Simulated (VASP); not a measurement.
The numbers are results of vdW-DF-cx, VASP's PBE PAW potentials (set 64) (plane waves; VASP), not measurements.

A VASP calculation is set up with these files.

**POSCAR**
```
La
1
    1.8357304052    -3.1795785402     0.0000000000
    1.8357304052     3.1795785402     0.0000000000
    0.0000000000     0.0000000000    11.7189398255
La
4
Direct
  0.0000000000   0.0000000000   0.5000000000
  0.0000000000   0.0000000000   0.0000000000
  0.3333330000   0.6666670000   0.2500000000
  0.6666670000   0.3333330000   0.7500000000
```

### INCAR
```
SYSTEM = La
PREC = Accurate; ENCUT = 520; LREAL = F
LASPH = T
EDIFF = 1E-7; NELM = 100; ALGO = Normal
LMAXMIX = 6
ISMEAR = 1; SIGMA = 0.1
GGA = CX; LUSE_VDW = T; AGGAC = 0.0
IBRION = 2; NSW = 30; ISIF = 4
EDIFFG = -0.01
LWAVE = F; LCHARG = F
```

KPOINTS:
```
Automatic mesh
0
Gamma
10 10 3
0 0 0
```

POTCAR, in this order: La (PBE.64 set). Program: vasp_std.

**Question.** What does the run give for the energy per atom (σ→0), band gap (on the k-mesh)?

**Answer.** 
```json
{
  "energy per atom (σ→0)": "-2.877 eV/atom",
  "band gap (on the k-mesh)": "none (metal, semimetal or under 0.01 eV)"
}
```

OSZICAR:
```
...
       N       E                     dE             d eps       ncg     rms          rms(c)
DAV:   1    -0.115099639935E+02   -0.26980E-03   -0.20496E-02  2150   0.263E+00    0.689E-02
DAV:   2    -0.115098128581E+02    0.15114E-03   -0.67346E-04  2536   0.304E-01    0.373E-02
DAV:   3    -0.115097541280E+02    0.58730E-04   -0.32079E-04  2608   0.186E-01    0.969E-03
DAV:   4    -0.115097541721E+02   -0.44116E-07   -0.18698E-05  2528   0.401E-02    0.610E-03
DAV:   5    -0.115097541824E+02   -0.10269E-07   -0.12016E-06  2048   0.106E-02    0.341E-03
DAV:   6    -0.115097542466E+02   -0.64193E-07   -0.59330E-07  1832   0.710E-03
   2 F= -.11509754E+02 E0= -.11509473E+02  d E =-.601023E-04
```

The compound is La in the dhcp structure. This run relaxes it. Symmetry was kept, so distortions that lower it aren't found.
